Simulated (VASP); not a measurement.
Wanted: the native input for a VASP 6.6.1 run.

```
Task                   : single point
Functional             : r2SCAN
Potentials or basis    : VASP PAW PBE potentials, release 64 (Si)
Cutoff                 : 520 eV
k mesh                 : 6 × 6 × 6
Occupations            : gaussian, width 0.1 eV
Spin                   : no spin polarisation
Dipole correction      : no
Further INCAR settings : ALGO = Normal; EDIFF = 1e-06; NBANDS = 11
```

Crystal: Si.

```
CELL_PARAMETERS angstrom
0.00000 2.71356 2.71356
2.71356 0.00000 2.71356
2.71356 2.71356 0.00000
ATOMIC_POSITIONS crystal
Si 0.75000 0.75000 0.75000
Si 0.50000 0.50000 0.50000
```

The input as run:

POSCAR

```
Si
1.0
    0.0000000000      2.7135600000      2.7135600000
    2.7135600000      0.0000000000      2.7135600000
    2.7135600000      2.7135600000      0.0000000000
Si
2
Direct
    0.7500000000      0.7500000000      0.7500000000
    0.5000000000      0.5000000000      0.5000000000
```

INCAR.step1

```
SYSTEM = Si
PREC     = Accurate       ! precision mode
ENCUT    = 520            ! plane-wave cutoff, eV
ISMEAR   = 0              ! smearing method
SIGMA    = 0.1            ! smearing width, eV
LREAL    = .False.        ! projectors in reciprocal space
LASPH    = .True.         ! aspherical terms in the spheres
NELM     = 100            ! most SCF steps
NBANDS   = 11             ! bands
GGA      = PE             ! functional
ALGO     = Normal         ! electronic algorithm
EDIFF    = 1E-4           ! SCF threshold, eV
LWAVE    = .True.         ! write WAVECAR
LCHARG   = .False.        ! write CHGCAR
```

INCAR.step2

```
SYSTEM = Si
PREC     = Accurate       ! precision mode
ENCUT    = 520            ! plane-wave cutoff, eV
EDIFF    = 1E-6           ! SCF threshold, eV
ISMEAR   = 0              ! smearing method
SIGMA    = 0.1            ! smearing width, eV
LREAL    = .False.        ! projectors in reciprocal space
LASPH    = .True.         ! aspherical terms in the spheres
NELM     = 100            ! most SCF steps
ALGO     = Normal         ! electronic algorithm
ISIF     = 2              ! what is computed and relaxed
LWAVE    = .False.        ! write WAVECAR
LCHARG   = .False.        ! write CHGCAR
METAGGA  = R2SCAN         ! meta-GGA
LMIXTAU  = .True.       
NBANDS   = 11             ! bands
ISTART   = 1
```

KPOINTS

```
regular mesh
0
Gamma
  6 6 6
  0 0 0
```

Potentials or basis: VASP PAW PBE potentials, release 64 (Si).

The run is started by

```console
$ cat potpaw_PBE.64/Si/POTCAR > POTCAR
$ cp INCAR.step1 INCAR
$ mpirun -np 1 vasp_std > vasp.out
$ cp INCAR.step2 INCAR
$ mpirun -np 1 vasp_std > vasp.out
```

It gave:

The pressure is 0.8 GPa. The band gap on the k mesh is 0.91 eV, indirect (least direct gap 2.76 eV).

Caveat: the PAW data sets were made with another functional, which shifts forces and pressure a little.

It took 20 s on 1 thread of Intel(R) Xeon(R) 6975P-C (Granite Rapids), with other jobs on the host, peak memory 0.15 GiB.
